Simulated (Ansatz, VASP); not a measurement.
**Cross-check of BeSb between VASP and Ansatz**

Wanted: the spread between two codes on one cell, functional and k mesh. The cell is invented: As first built, before any earlier steps moved the atoms (in the runner's words): it takes the EuN structure with all of its atoms replaced by other elements, volume scaled by an estimate. It may not be a known or stable phase. The cell is taken from a series of VASP runs on this material, whose earlier steps may have relaxed, scaled or displaced it; both programs get it as it stands.

Program: Ansatz 0.2.0. Level of theory: plane waves, with VASP 6.6.1 beside it; band structure at PBE, spin-orbit coupling and band structure at r2SCAN, spin-orbit coupling. Results are calculated unless marked as measured.

## 1. The structure

Symmetry: Fm-3m, No. 225, cubic system. Conventional cell: a = 5.246 Å, b = 5.246 Å, c = 5.246 Å, α = 90.00°, β = 90.00°, γ = 90.00°. Sb has 6 Be at 2.62 Å nearest. Nearest to Be lie 6 Sb at 2.62 Å. As first built, before any earlier steps moved the atoms (in the runner's words): sites of the EuN structure (space group 225) filled with other elements, volume scaled by an estimate. Farther neighbours are not listed.

As a file:

```cif
data_structure
_symmetry_space_group_name_H-M 'Fm-3m'
_symmetry_Int_Tables_number 225
_cell_length_a 5.2457
_cell_length_b 5.2457
_cell_length_c 5.2457
_cell_angle_alpha 90.000
_cell_angle_beta 90.000
_cell_angle_gamma 90.000
_cell_volume 144.35
loop_
_atom_site_label
_atom_site_type_symbol
_atom_site_symmetry_multiplicity
_atom_site_Wyckoff_symbol
_atom_site_fract_x
_atom_site_fract_y
_atom_site_fract_z
_atom_site_occupancy
Sb1 Sb 4 b 0.50000 0.00000 0.00000 1
Be1 Be 4 a 0.00000 0.00000 0.00000 1
```

## 2. VASP: band structure, PBE, spin-orbit coupling

With cell and atoms fixed, the geometry can't cause a difference; cores, projectors, grids and the points listed under the comparison can.

Lines of VASP's logs that name or quote its potential files are left out, and so is its time.

INCAR

```
SYSTEM = BeSb
PREC = Accurate
ENCUT = 400
EDIFF = 1E-06
NELM = 100
ISMEAR = 0
SIGMA = 0.02
LREAL = .FALSE.
ALGO = Normal
GGA = PE
LNONCOLLINEAR = .TRUE.
MAGMOM = 0 0 0 0 0 0
NBANDS = 18
GGA_COMPAT = .FALSE.
LASPH = .TRUE.
LSORBIT = .TRUE.
LORBIT = 11
LWAVE = .FALSE.
LCHARG = .FALSE.
KPAR = 4
```

POSCAR

```
BeSb
1.0
    0.0000000000      2.6228629640      2.6228629640
    2.6228629640      0.0000000000      2.6228629640
    2.6228629640      2.6228629640      0.0000000000
Sb Be
1 1
Direct
    0.5000000000      0.5000000000      0.5000000000
    0.0000000000      0.0000000000      0.0000000000
```

KPOINTS

```
Automatic mesh
0
Gamma
6 6 6
0 0 0
```

KPOINTS_OPT

```
Line mode
16
Line-mode
Reciprocal
  0.00000000   0.00000000   0.00000000 GAMMA
  0.50000000   0.00000000   0.50000000 X

  0.50000000   0.00000000   0.50000000 X
  0.50000000   0.25000000   0.75000000 W

  0.50000000   0.25000000   0.75000000 W
  0.37500000   0.37500000   0.75000000 K

  0.37500000   0.37500000   0.75000000 K
  0.00000000   0.00000000   0.00000000 GAMMA

  0.00000000   0.00000000   0.00000000 GAMMA
  0.50000000   0.50000000   0.50000000 L

  0.50000000   0.50000000   0.50000000 L
  0.62500000   0.25000000   0.62500000 U

  0.62500000   0.25000000   0.62500000 U
  0.50000000   0.25000000   0.75000000 W

  0.50000000   0.25000000   0.75000000 W
  0.50000000   0.50000000   0.50000000 L

  0.50000000   0.50000000   0.50000000 L
  0.37500000   0.37500000   0.75000000 K

  0.62500000   0.25000000   0.62500000 U
  0.50000000   0.00000000   0.50000000 X
```

Potentials, in the order of the species: Sb and Be (PBE family, release 64).

Command:

```sh
$ mpirun -np 4 vasp_ncl
```

Numbers of over 12 decimals in the logs are rounded to 6 here.

Output:

```text
[banner, memory and clock lines left out]
running    4 mpi-ranks, on    1 nodes
 distrk:  each k-point on    1 cores,    4 groups
 distr:  one band on    1 cores,    1 groups

 POSCAR found type information on POSCAR SbBe
 POSCAR found :  2 types and       2 ions
 LDA part: xc-table for (Slater+PW92), standard interpolation
 POSCAR, INCAR and KPOINTS ok, starting setup
 FFT: planning ... GRIDC
 FFT: planning ... GRID_SOFT
 FFT: planning ... GRID
 WAVECAR not read
 entering main loop
       N       E                     dE             d eps       ncg     rms          rms(c)
DAV:   1     0.159311993241E+02    0.15931E+02   -0.21137E+03   576   0.511E+02
DAV:   2    -0.625414586263E+01   -0.22185E+02   -0.20131E+02   772   0.980E+01
DAV:   3    -0.724060093732E+01   -0.98646E+00   -0.97862E+00   768   0.221E+01
DAV:   4    -0.724862992057E+01   -0.80290E-02   -0.80225E-02   698   0.248E+00
DAV:   5    -0.724873599038E+01   -0.10607E-03   -0.10606E-03   738   0.306E-01    0.331E+00
DAV:   6    -0.720400048302E+01    0.44736E-01   -0.25925E-02   720   0.118E+00    0.193E+00
DAV:   7    -0.719694315575E+01    0.70573E-02   -0.13925E-02   748   0.749E-01    0.101E+00
DAV:   8    -0.719694361753E+01   -0.46179E-06   -0.71678E-04   744   0.190E-01    0.210E-01
DAV:   9    -0.719693208359E+01    0.11534E-04   -0.15729E-04   656   0.106E-01    0.380E-02
DAV:  10    -0.719696322471E+01   -0.31141E-04   -0.45098E-05   772   0.520E-02    0.142E-02
DAV:  11    -0.719696050206E+01    0.27227E-05   -0.16180E-06   666   0.936E-03    0.617E-03
DAV:  12    -0.719695927963E+01    0.12224E-05   -0.37236E-07   496   0.406E-03    0.103E-03
DAV:  13    -0.719695916858E+01    0.11104E-06   -0.12138E-07   350   0.278E-03
   1 F= -.71969592E+01 E0= -.71965664E+01  d E =-.785444E-03  mag=    -0.0000    -0.0000    -0.0000
 Start KPOINTS_OPT (optional k-point list driver)
k-point batch [1-16\160]
       N       E                     dE             ncg
DAV:   1     0.789901012813E+03   -0.76193E+03      576
DAV:   2     0.431792693904E+03   -0.35811E+03      678
DAV:   3     0.414800568421E+03   -0.16992E+02      896
DAV:   4     0.414595295363E+03   -0.20527E+00      724
DAV:   5     0.414592042636E+03   -0.32527E-02      800
DAV:   6     0.414591960576E+03   -0.82060E-04      758
DAV:   7     0.414591957597E+03   -0.29791E-05      708
DAV:   8     0.414591957393E+03   -0.20432E-06      662
[...]
k-point batch [145-160\160]
       N       E                     dE             ncg
DAV:   1     0.592803386732E+03   -0.30820E+04      576
DAV:   2     0.286662998322E+03   -0.30614E+03      710
DAV:   3     0.274224647364E+03   -0.12438E+02      850
DAV:   4     0.274123545497E+03   -0.10110E+00      704
DAV:   5     0.274122036011E+03   -0.15095E-02      758
DAV:   6     0.274122005562E+03   -0.30450E-04      704
DAV:   7     0.274122004840E+03   -0.72205E-06      706
```

OUTCAR, selected parts (step 2):

```text
ion  position               nearest neighbor table
   1  0.500  0.500  0.500-   2 2.62   2 2.62   2 2.62   2 2.62   2 2.62   2 2.62
   2  0.000  0.000  0.000-   1 2.62   1 2.62   1 2.62   1 2.62   1 2.62   1 2.62

  LATTYP: Found a face centered cubic cell.
 ALAT       =     5.2457259280

 Subroutine GETGRP returns: Found 48 space group operations
 (whereof 48 operations were pure point group operations)

The static configuration has the point symmetry O_h .

 Found     16 irreducible k-points:

   k-points           NKPTS =     16   k-points in BZ     NKDIM =     16   number of bands    NBANDS=     18

   dimension x,y,z NGX =    24 NGY =   24 NGZ =   24
   dimension x,y,z NGXF=    48 NGYF=   48 NGZF=   48

   ENCUT  =  400.0 eV  29.40 Ry    5.42 a.u.   6.05  6.05  6.05*2*pi/ulx,y,z

   NELECT =       7.0000    total number of electrons

 k-points in reciprocal lattice and weights: Automatic mesh
   0.00000000  0.00000000  0.00000000       0.005
   0.16666667  0.00000000  0.00000000       0.037
   0.33333333  0.00000000  0.00000000       0.037
   0.50000000  0.00000000  0.00000000       0.019
   0.16666667  0.16666667  0.00000000       0.028
   0.33333333  0.16666667  0.00000000       0.111
   0.50000000  0.16666667  0.00000000       0.111
  -0.33333333  0.16666667  0.00000000       0.111
  -0.16666667  0.16666667  0.00000000       0.056
[...]
-0.33333333  0.33333333  0.16666667       0.111
  -0.33333333  0.50000000  0.16666667       0.056

 average (electrostatic) potential at core
       1 -84.9526       2 -32.8914

 E-fermi :   7.6762

 k-point     1 :       0.0000    0.0000    0.0000
  band No.  band energies     occupation
      1      -4.6825      1.00000
      2      -4.6825      1.00000
      3       8.3462      0.00000
      4       8.3462      0.00000
      5       8.9490      0.00000
      6       8.9490      0.00000
      7       8.9490      0.00000
    ...

 k-point     2 :       0.1667    0.0000    0.0000
  band No.  band energies     occupation
      1      -4.2738      1.00000
      2      -4.2738      1.00000
      3       6.3755      1.00000
      4       6.3755      1.00000
      5       8.5235      0.00000
      6       8.5235      0.00000
      7       8.8934      0.00000
      8       8.8934      0.00000
      9      13.1753      0.00000
    ...

 k-point     3 :       0.3333    0.0000    0.0000
  band No.  band energies     occupation
      1      -3.1222      1.00000
      2      -3.1222      1.00000
      3       3.0290      1.00000
      4       3.0290      1.00000
      5       8.5864      0.00000
      6       8.5864      0.00000
      7       9.0084      0.00000
      8       9.0084      0.00000
      9      11.2939      0.00000
    ...

  Total        0.0325253      0.0325253      0.0325253      0.0000000      0.0000000      0.0000000
  in kB        1.4440278      1.4440278      1.4440278      0.0000000      0.0000000      0.0000000
  external PRESSURE =       1.4440278 kB  Pullay stress =       0.0000000 kB

  energy-cutoff  :      400.00
  volume of cell :       36.09
      direct lattice vectors                 reciprocal lattice vectors
     0.000000000  2.622862964  2.622862964    -0.190631385  0.190631385  0.190631385
     2.622862964  0.000000000  2.622862964     0.190631385 -0.190631385  0.190631385
     2.622862964  2.622862964  0.000000000     0.190631385  0.190631385 -0.190631385

 POSITION                                       TOTAL-FORCE (eV/Angst)
 -----------------------------------------------------------------------------------
      2.62286      2.62286      2.62286         0.000000      0.000000      0.000000
      0.00000      0.00000      0.00000         0.000000      0.000000     -0.000000
 -----------------------------------------------------------------------------------
    total drift:                               -0.000000     -0.000000     -0.000000

  FREE ENERGIE OF THE ION-ELECTRON SYSTEM (eV)
  ---------------------------------------------------
  free  energy   TOTEN  =        -7.1969591686 eV

  energy  without entropy=       -7.1961737247  energy(sigma->0) =       -7.19656645

 Spin-Orbit-Coupling matrix elements
 Ion:    1  E_soc:     -0.1477830
 Ion:    2  E_soc:     -0.0000209

 total charge
# of ion       s       p       d       tot
------------------------------------------
    1        1.151   1.254   0.041   2.447
    2        0.384   0.517   0.000   0.901
--------------------------------------------------
tot          1.535   1.771   0.041   3.348

 magnetization (x)
# of ion       s       p       d       tot
------------------------------------------
    1        0.000   0.000   0.000   0.000
    2        0.000  -0.000   0.000  -0.000
--------------------------------------------------
tot          0.000  -0.000   0.000   0.000

 magnetization (y)
# of ion       s       p       d       tot
------------------------------------------
    1        0.000  -0.000   0.000   0.000
    2       -0.000   0.000   0.000   0.000
--------------------------------------------------
tot          0.000  -0.000   0.000   0.000

 magnetization (z)
# of ion       s       p       d       tot
------------------------------------------
    1       -0.000  -0.000   0.000  -0.000
    2       -0.000   0.000   0.000  -0.000
--------------------------------------------------
tot         -0.000  -0.000   0.000  -0.000

[... 3 further parts left out ...]
```

The run ends at a pressure of 0.14 GPa.

## 3. Ansatz: band structure, PBE, spin-orbit coupling

Ansatz runs on its fully relativistic PAW (standard-fr) files.

The same cell, functional, mesh and smearing now go to Ansatz, which takes its cutoff from its data sets.

input.yaml

```yaml
crystal:
  lattice:
    - [0.0, 2.622862964, 2.622862964]
    - [2.622862964, 0.0, 2.622862964]
    - [2.622862964, 2.622862964, 0.0]
  atoms:
    - { symbol: Sb, position: [0.5, 0.5, 0.5] }
    - { symbol: Be, position: [0.0, 0.0, 0.0] }
hamiltonian:
  xc: pbe
  pseudopotentials: { kind: paw_fr }
magnetization:
  noncollinear: true
  spin_orbit: true
kpoints:
  mp_grid: { grid: [6, 6, 6] }
  band_path:
    path:
      - [0.0, 0.0, 0.0]
      - [0.16667, 0.0, 0.16667]
      - [0.33333, 0.0, 0.33333]
      - [0.5, 0.0, 0.5]
      - [0.5, 0.08333, 0.58333]
      - [0.5, 0.18333, 0.68333]
      - [0.5, 0.25, 0.75]
      - [0.45, 0.3, 0.75]
      - [0.40833, 0.34167, 0.75]
      - [0.35, 0.35, 0.7]
      - [0.225, 0.225, 0.45]
      - [0.075, 0.075, 0.15]
      - [0.03333, 0.03333, 0.03333]
      - [0.23333, 0.23333, 0.23333]
      - [0.4, 0.4, 0.4]
      - [0.51667, 0.46667, 0.51667]
      - [0.55833, 0.38333, 0.55833]
      - [0.60833, 0.28333, 0.60833]
      - [0.60833, 0.25, 0.64167]
      - [0.55833, 0.25, 0.69167]
      - [0.51667, 0.25, 0.73333]
      - [0.5, 0.3, 0.7]
      - [0.5, 0.38333, 0.61667]
      - [0.5, 0.48333, 0.51667]
      - [0.475, 0.475, 0.55]
      - [0.425, 0.425, 0.65]
      - [0.38333, 0.38333, 0.73333]
      - [0.59167, 0.18333, 0.59167]
      - [0.55, 0.1, 0.55]
      - [0.5, 0.0, 0.5]
    npoints: 1
scf:
  occupations: { method: gaussian, width: 0.02 }
  n_extra_bands: 14
output:
  forces: true
  stress: true
  eigenvalues: true
```

Command:

```sh
$ ansatz run input.yaml --threads 2 --pin off --max-ram 4608MiB --backend cpu --events-out ev --progress --plain --runs-dir out
```

Output:

```text
scf.n_extra_bands = 14 over 17 filled bands (N_el = 17.0): the run solves 31 bands
Engine: ansatz 0.2.0, aarch64-unknown-linux-gnu
Pseudopotentials: kind: paw_fr
Pseudopotential: Sb, paw_fr, valence charge 15, recommended cutoff 420 eV (normal), Sb.paw.azcp#standard-fr
Pseudopotential: Be, paw_fr, valence charge 2, recommended cutoff 420 eV (normal), Be.paw.azcp#standard-fr
Functional definition: PBE
  parameter kappa = 0.804
  parameter beta = 0.066725
  exchange = pbe_x(kappa = kappa, mu = beta*pi^2/3)
  correlation = pbe_c(beta = beta)
non-collinear run that drives no moment, with spin-orbit: no starting moment large enough to seed its density (crystal.atoms[].spin), no starting occupations that ask for one, no magnetisation constraint and no magnetic field, so the semilocal B_xc is pinned to zero
Crystal: 2 atoms, lattice volume = 36.088 Å³
Basis set: ecut = 420 eV, 725 PW (Γ), exchange–correlation on 50×50×50 points (8 copies of the dense FFT grid, shifted against one another)
Bands: 31, of which v1, the nominal top of the filled ones, is band 17 counted from 1 (16 counted from 0)
Symmetry: 48 space group operations + 48 with time reversal
Magnetic group: BNS 225.117 (UNI 1619), of the structure as read, at distance tolerance 3.3e-5 Å
k-points: 16 of 216
Projection manifold: j_resolved (fully-relativistic pseudo-atomic orbitals)
Non-local potential: Sb, projectors of the file, l = 0: 2, l = 1: 4, l = 2: 4, l = 3: 4
Non-local potential: Be, projectors of the file, l = 0: 2, l = 1: 4, l = 2: 2
PAW form: soft (Blöchl's): semilocal exchange-correlation on the pseudo side does not see the compensation charge
PAW one-centre angular grid: Sb, 590 points (default); XC on 96 Gauss nodes
PAW one-centre angular grid: Be, 110 points (default); XC on 64 Gauss nodes
Initial density: superposition of atomic densities (chi_scale 0.1, normalization cell, long waves kept (reshape's long-wave potential 0.00 eV rms))
Initial wavefunctions: pseudopotential atomic-orbital guess
Functional: x = pbe(κ = 0.804, μ = 0.219515), c = pbe(β = 0.066725)
SCF iter   1: F=—  HF=-6578.963041 eV  |F-HF|=—  |Δ(HF+E_count)|=         —  Δρ=2.10e-2  dr2=1.99e-1  dr2_m=0.00e0 (ungated)  ethr=3.10e-3  |M|=0.00e0 ∫|m|=0.00e0 μB  |m|>n=0.0e0 m-floor=0.0e0 τ_xc=0.0e0  β_m=0.30  ⟨swp⟩=7.9  Hψ=2936  notcnv=0  defer=40
preconditioner: auto → none  [insulator: Δε(μ)=0.047 eV  Ē_g=12.320 eV  σ=0.020 eV  W_gap=0.66  n_scr=14 (ndim 8)  ℏωp=16.4 eV  f_vac=0.000  D(μ)=1.47/eV (n_scr^D=14)  ε∞_Penn≈2.8]
SCF iter   2: F=—  HF=-6578.906849 eV  |F-HF|=—  |Δ(HF+E_count)|=   5.62e-2  Δρ=1.23e-2  dr2=4.44e-2  dr2_m=0.00e0 (ungated)  ethr=1.17e-3  |M|=0.00e0 ∫|m|=0.00e0 μB  |m|>n=0.0e0 m-floor=0.0e0 τ_xc=0.0e0  β_m=0.44  ⟨swp⟩=2.1  Hψ=716  notcnv=0  defer=138
SCF iter   3: F=—  HF=-6578.898911 eV  |F-HF|=—  |Δ(HF+E_count)|=   7.94e-3  Δρ=4.11e-3  dr2=2.59e-3  dr2_m=0.00e0 (ungated)  ethr=2.61e-4  |M|=0.00e0 ∫|m|=0.00e0 μB  |m|>n=0.0e0 m-floor=0.0e0 τ_xc=0.0e0  β_m=0.68  ⟨swp⟩=2.1  Hψ=544  notcnv=0  defer=138
SCF iter   4: F=—  HF=-6578.899784 eV  |F-HF|=—  |Δ(HF+E_count)|=   8.73e-4  Δρ=5.78e-4  dr2=8.49e-5  dr2_m=0.00e0 (ungated)  ethr=1.52e-5  |M|=0.00e0 ∫|m|=0.00e0 μB  |m|>n=0.0e0 m-floor=0.0e0 τ_xc=0.0e0  β_m=0.61  ⟨swp⟩=3.0  Hψ=716  notcnv=0  defer=138
SCF iter   5: F=—  HF=-6578.899731 eV  |F-HF|=—  |Δ(HF+E_count)|=   5.28e-5  Δρ=1.13e-4  dr2=4.01e-6  dr2_m=0.00e0 (ungated)  ethr=4.99e-7  |M|=0.00e0 ∫|m|=0.00e0 μB  |m|>n=0.0e0 m-floor=0.0e0 τ_xc=0.0e0  β_m=0.71  ⟨swp⟩=2.2  Hψ=612  notcnv=0  defer=138
SCF iter   6: F=-6578.899730 eV  HF=-6578.899730 eV  |F-HF|=8.68e-9  |Δ(HF+E_count)|=   5.92e-7  Δρ=1.15e-5  dr2=3.62e-8  dr2_m=0.00e0 (ungated)  ethr=5.88e-10  |M|=0.00e0 ∫|m|=0.00e0 μB  |m|>n=0.0e0 m-floor=0.0e0 τ_xc=0.0e0  ⟨swp⟩=10.6  Hψ=3203  notcnv=0
SCF 1 converged in 6 iterations: F = -6578.899730 eV  dr2 = 3.62e-8
  greatest PAW one-centre occupation: 0.995 electrons in one spin orbital (limit 2), on the Sb atom at site 0 (counted from 0), in its partial waves of l = 2
NSCF: frozen V_eff on 30 k-points
SCF converged after 6 iterations
Magnetization: |M| = 0.0000 μB,  M = (+0.0000, +0.0000, +0.0000) μB
Absolute magnetization: 0.0000 μB (∫|m|)
  site 0: m = (+0.0000, +0.0000, +0.0000) μB, |m| = 0.0000 μB  (R = 1.08 Å)
  site 1: m = (+0.0000, +0.0000, +0.0000) μB, |m| = 0.0000 μB  (R = 1.08 Å)
Free energy (F): -6578.899730 eV
Harris-Foulkes:  -6578.899730 eV  (|F-HF|=8.68e-9)
Internal energy: -6578.898945 eV  (E = F + TS)
E sigma→0 (E₀):  -6578.899338 eV
Entropy (-TS):   -0.000785 eV (-0.393 meV/atom)
Fermi energy:    10.250069 eV
--- Per-component energies (eV) ---
  E_band       = -148.535617
  E_kinetic    = 226.072317
  E_local      = -1563.720263  (includes V_loc(G=0)·N_el)
  E_nonlocal   = 368.107982
  E_hartree    = 717.714290
  E_xc         = -157.568774
  E_vxc        = -116.257072  (∫ρ·V_xc dr)
  E_paw        = -4638.717794  (= ΣΔE_a)
  E_vpaw       = -498.168455  (= ΣTr[D̂ρ^β])
  E_aug_tail   = -0.000002  (compensation charges beyond the density's cutoff)
  E_ewald      = -1530.786702
  E_smearing   = -0.000785  (= −TS)
  E_closure    = -0.000000  (closes the sum)
  Σ components = -6578.899730   (vs F -6578.899730, Δ=0.00e0)
--- Forces (eV/Å), atoms counted from 1 ---
  atom   1  Sb    -0.00000000    -0.00000000     0.00000000
  atom   2  Be    -0.00000000    -0.00000000     0.00000000
  max |Σ_I F_I| component: 4.52e-24 eV/Å
--- Stress (GPa, compression-positive) ---
       -0.006170      -0.000000       0.000000
       -0.000000      -0.006170      -0.000000
        0.000000      -0.000000      -0.006170
  P = ⅓ Tr σ = -0.0062 GPa (-0.062 kbar)
--- Band table (eV; the first three rows and the last of 16) ---
  k-point 0: bands = [... 13 lower, 10.9009, 11.5258, 11.5258, 11.5258, 11.5258, 15.8300, 15.8300, 17.3555, ... 10 higher]
  k-point 1: bands = [... 13 lower, 8.9473, 11.0878, 11.0878, 11.4707, 11.4707, 15.7640, 15.7640, 15.8731, ... 10 higher]
  k-point 2: bands = [... 13 lower, 5.6087, 11.1476, 11.1476, 11.5860, 11.5860, 13.8775, 13.8775, 14.0180, ... 10 higher]
  k-point 15: bands = [... 13 lower, 5.0818, 6.6452, 6.6452, 6.9010, 6.9010, 12.7265, 12.7265, 16.0067, ... 10 higher]
```

Wall time 8.8 s (2 threads of Arm Neoverse N1, shared host); peak memory 0.38 GiB; 16 s of CPU time.

## 4. Comparison

Known differences besides the potentials themselves: spin-orbit coupling enters by fully relativistic files in Ansatz and inside the spheres in VASP; the data sets hold 17 valence electrons in Ansatz (fully relativistic PAW (standard-fr) files) and 7 in VASP; the cutoff is 420 eV in Ansatz and 400 eV in VASP. Total energies have different zeros and are not compared.

Both answers:

```tsv
quantity	Ansatz	VASP	difference
pressure (GPa)	-0.01	0.14	-0.15
```

Levels from 3 eV below to 2 eV above the Fermi level differ by 7 meV r.m.s. and 19 meV at most; each VASP level is matched to the nearest of Ansatz, which flatters the figure a little. Ansatz's pressure holds a Pulay correction of 0.04 GPa; VASP's holds none.

[end of part 1 of 2]

[Lines on the potential files, build, host, timing and source positions are cut from VASP's logs without a mark.]

[Logs are printed without paths, hosts, clocks, repeated set-up lines and the standing remarks that a program may print on its own settings, such as how far it seeks lower states.]

[Hosts, paths, dates, database ids (printed as entryN), source tags and the programs' standing remarks are cut or masked in the printed files.]
